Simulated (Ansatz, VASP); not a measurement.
Hf2F3 in VASP and in Ansatz

```
CELL_PARAMETERS angstrom
2.98434 0.00000 0.00000
-1.49217 2.58452 0.00000
0.00000 0.00000 10.06877
ATOMIC_POSITIONS crystal
Hf 0.33333 0.66667 0.19543
Hf 0.66667 0.33333 0.80457
F 0.00000 0.00000 0.00000
F 0.33333 0.66667 0.65637
F 0.66667 0.33333 0.34363
```

Alike in both runs: functional PBE; k mesh 12 × 12 × 4; occupations gaussian, width 0.1 eV; no spin polarisation.

Ansatz relaxed the structure, and its values are those at the end. VASP's run is a single point on that final structure, the one shown.

|  | VASP | Ansatz |
| --- | --- | --- |
| version | VASP 6.6.1 | Ansatz 0.2.0 |
| potentials or method | VASP PAW PBE potentials, release 64 (Hf_pv, F) | scalar-relativistic, plane waves, PAW |
| plane-wave cutoff (eV) | 520 | 420 |
| valence electrons in the cell | 41 | 73 |

|  | VASP | Ansatz | Ansatz less VASP |
| --- | --- | --- | --- |
| gap on the k mesh at the Fermi level (eV) | none | none | - |
| pressure (GPa) | -1.5 | 0.0 | +1.48 |
| rms of the force components (eV/Å) | 0.070 | 0.000 | -0.0703 |

A gap of «none» marks a metal or a gap that the smearing closes. The two sets of potentials don't hold the same shells in valence.

Caveats: an odd number of electrons without spin polarisation forces a metal; a magnetic or distorted state may lie lower. The runs have no spin-orbit coupling, so splittings on Hf are missing.
